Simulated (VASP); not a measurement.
Given:

```xyz
2
Lattice="0.0000 2.7622 2.7622 2.7622 0.0000 2.7622 2.7622 2.7622 0.0000" Properties=species:S:1:pos:R:3 pbc="T T T"
Ag     2.7622     0.0000     2.7622
Cl     2.7622     2.7622     2.7622
```

These are PBE GGA with D3 dispersion (zero damping), VASP's PBE PAW potentials (set 64) (plane waves; VASP) values and carry that method's errors. Run with 520 eV cut-off, Gaussian smearing of 0.050 eV, potentials Ag Cl.

### Question
Give the energies of bands 2 to 11 at the high-symmetry points, in eV from the valence-band maximum.

### Answer

| band | Γ | X | U | L | W |
|---|---|---|---|---|---|
| 2 | -2.49 | -4.41 | -4.30 | -5.34 | -4.28 |
| 3 | -2.49 | -3.12 | -4.26 | -4.23 | -4.07 |
| 4 | -2.49 | -3.12 | -3.85 | -4.23 | -4.07 |
| 5 | -2.45 | -2.82 | -2.35 | -2.11 | -2.02 |
| 6 | -2.45 | -2.25 | -2.05 | -2.11 | -2.02 |
| 7 | -2.37 | -1.99 | -1.87 | -1.79 | -1.99 |
| 8 | -2.37 | -1.99 | -1.68 | 0.00 | -1.99 |
| 9 | -2.37 | -1.89 | -1.07 | 0.00 | -1.20 |
| 10 | 0.91 | 2.36 | 3.61 | 4.21 | 4.22 |
| 11 | 10.85 | 8.01 | 7.26 | 6.60 | 7.90 |

The gap is indirect, 0.91 eV, from the valence maximum at L to the conduction minimum at Γ.

The compound is AgCl in the rock salt structure. It was relaxed first.
